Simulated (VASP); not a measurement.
Level of theory: LDA (Ceperley-Alder, Perdew-Zunger), VASP's LDA PAW potentials (set 64) (plane waves; VASP 6.6.1).

The input files of a VASP run:

### KPOINTS
```
Automatic mesh
0
G
 2 2 2
```

INCAR:
```
LMAXMIX = 6   # l cut-off of mixed one-centre charges
ALGO = Normal   # blocked Davidson
ENCUT = 240
ISMEAR = 1   # Methfessel-Paxton
SIGMA = 0.5   # width (eV)
ISIF = 3   # ions, shape and volume
NSW = 50
NELM = 100
LREAL = .FALSE.   # projection in real space or not
IBRION = 2
LCHARG = .FALSE.
LASPH = .TRUE.   # aspherical one-centre terms
EDIFF = 1E-6
PREC = Accurate
SYSTEM = PtSb2
LWAVE = .FALSE.
EDIFFG = -0.01   # ionic stop
```

File POSCAR:
```
PtSb2
1
    6.5011800000     0.0000000000     0.0000000000
    0.0000000000     6.5011800000     0.0000000000
    0.0000000000     0.0000000000     6.5011800000
Sb Pt
8 4
Direct
  0.6250000000   0.8750000000   0.1250000000
  0.1250000000   0.6250000000   0.8750000000
  0.6250000000   0.6250000000   0.6250000000
  0.3750000000   0.3750000000   0.3750000000
  0.8750000000   0.1250000000   0.6250000000
  0.8750000000   0.3750000000   0.1250000000
  0.1250000000   0.8750000000   0.3750000000
  0.3750000000   0.1250000000   0.8750000000
  0.0000000000   0.5000000000   0.5000000000
  0.5000000000   0.0000000000   0.5000000000
  0.0000000000   0.0000000000   0.0000000000
  0.5000000000   0.5000000000   0.0000000000
```

POTCAR, in this order: Sb Pt (LDA.64 set). Program: vasp_std.

At this cut-off the stress carries a Pulay error, which pulls relaxed volumes low. Gaps are read on the run's mesh, which can miss a band edge. Energy and stress use the plane-wave basis of the starting cell. Unless said otherwise, spin-orbit coupling is left out, though it shifts the bands of the heavy elements here.

Problem. What does the run give for the energy per atom (σ→0), volume per atom, band gap (on the k-mesh)?

Solution. 
The energy per atom (σ→0) is -6.180 eV/atom. The band gap (on the k-mesh) comes out as 0.45 eV. The volume per atom comes out as 22.03 Å^3/atom.

OSZICAR:
```
...
   5 F= -.74151362E+02 E0= -.74157753E+02  d E =-.860716E-02
       N       E                     dE             d eps       ncg     rms          rms(c)
DAV:   1    -0.741522152902E+02   -0.85348E-03   -0.60239E-02   408   0.920E-01    0.116E-01
DAV:   2    -0.741524414204E+02   -0.22613E-03   -0.32630E-03   440   0.201E-01    0.402E-02
DAV:   3    -0.741524382638E+02    0.31565E-05   -0.10522E-04   424   0.494E-02    0.297E-02
DAV:   4    -0.741524371010E+02    0.11628E-05   -0.54683E-06   384   0.122E-02    0.924E-03
DAV:   5    -0.741524371206E+02   -0.19611E-07   -0.65179E-07   192   0.344E-03
   6 F= -.74152437E+02 E0= -.74157667E+02  d E =-.968248E-02
```

The structure is a typed PtSb2 crystal. This run relaxes it. Symmetry was kept, so distortions that lower it aren't found. The k-mesh is coarse (spacing up to 0.49 per Å, 2π included), so the numbers may not be converged in it. The run is one of a series of settings (EDIFFG = -0.01, ENCUT = 240, GGA removed, IBRION = 2, ISIF = 3, ISMEAR = 1, NSW = 50, SIGMA = 0.5, KPOINTS 2×2×2 Γ-centred mesh, POTCAR Sb Pt (LDA.64 set) against the base run), some of them coarse on purpose.
